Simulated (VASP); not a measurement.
The system is BiSbS4.

```
CELL_PARAMETERS angstrom
4.34532 0.00000 0.00000
-2.17266 3.76316 0.00000
0.00000 0.00000 11.12984
ATOMIC_POSITIONS crystal
Sb 0.00000 0.00000 0.50000
Bi 0.00000 0.00000 0.00000
S 0.66667 0.33333 0.71800
S 0.66667 0.33333 0.20175
S 0.33333 0.66667 0.79825
S 0.33333 0.66667 0.28200
```

The cell was built by a generator and needn't be a form met in nature.

```yaml
Program: VASP 6.6.1
Task: relaxation of cell and atoms
Functional: PBE
Potentials_or_basis: VASP PAW PBE potentials, release 64 (Sb, Bi_d, S)
Cutoff: 520 eV
k_mesh: 4 × 4 × 2
Occupations: gaussian, width 0.15 eV
Spin: no spin polarisation
```

At the start: pressure -8.8 GPa; volume 30.33 Å³/atom.

**Question.** Where does the relaxation end?

**Answer.** Over 18 steps the energy falls by 894.8 meV/atom and the volume is 23.18 Å³/atom (-23.6 %); space group P-3m1 (No. 164, to 0.05 Å).

The path:
```csv
step,energy change (eV),largest force (eV/Å),pressure (GPa),volume (Å³)
1,0.0000,1.4847,-8.85,182.00
2,-2.3614,2.4458,-2.47,141.24
3,-2.6712,2.8815,4.53,125.98
4,-3.8866,2.1019,9.66,118.63
5,-3.9384,0.9885,14.67,114.00
6,-4.6368,0.5309,1.03,131.39
7,-4.6464,0.5298,2.09,129.29
8,-4.8223,0.2770,1.03,131.54
9,-5.0155,0.7879,-2.10,137.75
10,-5.1318,0.7952,-0.03,133.95
11,-5.1573,0.7741,1.71,130.95
12,-5.2845,0.4845,0.95,133.96
13,-5.3208,0.4534,0.39,136.36
14,-5.3235,0.4668,0.40,136.91
15,-5.3236,0.4832,0.22,138.00
16,-5.3246,0.4636,0.23,137.43
17,-5.3607,0.1989,0.27,138.35
18,-5.3688,0.0358,0.29,139.08
```

Final structure:
```xyz
6
Lattice="3.9223 0.0000 0.0000 -1.9612 3.3968 0.0000 0.0000 0.0000 10.4385" Properties=species:S:1:pos:R:3 pbc="T T T"
Sb    0.0000    0.0000    5.2193
Bi    0.0000    0.0000    0.0000
S     1.9612    1.1323    6.6908
S     1.9612    1.1323    1.6245
S     0.0000    2.2645    8.8141
S     0.0000    2.2645    3.7478
```

Caveat: the k mesh is coarse (spacing up to 0.42 Å⁻¹), so the values aren't converged; the volume moved by over 15 % at a fixed basis, so the end points are rough.
